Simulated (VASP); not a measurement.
# TiSi (relaxed from the NiAs type structure, space group P6_3/mmc): computed properties

Level of theory: r2SCAN meta-GGA, VASP's PBE PAW potentials (set 64) (plane waves; VASP).

```json
{
 "space_group": "P6_3/mmc (194)",
 "cell": "a = b = 2.868 Å, c = 8.321 Å, α = β = 90.00°, γ = 120.00°",
 "volume_per_atom": "14.82 Å^3/atom",
 "band gap (over mesh and band path)": "none (metal, semimetal or under 0.01 eV)",
 "density": "4.26 g/cm³"
}
```

Space group P6₃/mmc (No. 194); a = 2.868 Å, b = 2.868 Å, c = 8.321 Å, α = 90.00°, β = 90.00°, γ = 120.00°

```json
[
 {"atom": "Ti", "site": "2a", "symmetry": "-3m.", "x": "0.0000", "y": "0.0000", "z": "0.0000"},
 {"atom": "Si", "site": "2c", "symmetry": "-6m2", "x": "0.3333", "y": "0.6667", "z": "0.2500"}
]
```

The structure was generated: TiSi was put into the NiAs type type (P6_3/mmc), which need not be its known phase. It was relaxed first, which changed the volume by -39 %. Symmetry was kept, so distortions that lower it aren't found.
